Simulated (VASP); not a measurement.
## Ir (relaxed from the simple-cubic structure, space group Pm-3m): computed properties

Method: PBEsol GGA, VASP's PBE PAW potentials (set 64) (plane waves; VASP 6.6.1).

| Item | Result |
|---|---|
| space group | Pm-3m (221) |
| cell | a = b = c = 2.5430 Å, α = β = γ = 90.00° |
| volume per atom | 16.45 Å³/atom |
| band gap (over mesh and band path) | none (metal, semimetal or under 0.01 eV) |
| density | 19.41 g/cm³ |

```
Ir
1.0
    2.54304     0.00000     0.00000
    0.00000     2.54304     0.00000
    0.00000     0.00000     2.54304
Ir
1
Cartesian
  0.00000   0.00000   0.00000
```

Unless said otherwise, spin-orbit coupling is left out, though it shifts the bands of the heavy elements here.

The structure was generated: Ir was put into the simple-cubic type (Pm-3m), which need not be its known phase. It was relaxed first. Symmetry was kept, so distortions that lower it aren't found.
